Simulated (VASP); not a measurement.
A cell of Sr (fcc) near equilibrium:

```
Sr
1.0
    0.00000     3.04777     3.04777
    3.04777     0.00000     3.04777
    3.04777     3.04777     0.00000
Sr
1
Cartesian
  0.00000   0.00000   0.00000
```

Level of theory: r2SCAN meta-GGA, VASP's PBE PAW potentials (set 64) (plane waves; VASP 6.6.1).

```tsv
run	ΔE (meV/atom)	σxx	σyy	σzz	largest shear component, with its sign (GPa)	largest force (eV/Å)
as it is	0.0	0.06	0.06	0.06	0.00	0.000
after one change	33.6	1.67	1.67	1.67	0.00	0.000
```
Stress is in GPa, positive when the cell is compressed.

Q: Which change was made?
A. uniaxial strain of +0.5 % along x
B. isotropic strain of -4.0 %
C. uniaxial strain of -0.5 % along y

A: B, isotropic strain of -4.0 %

The compound is Sr in the fcc structure.
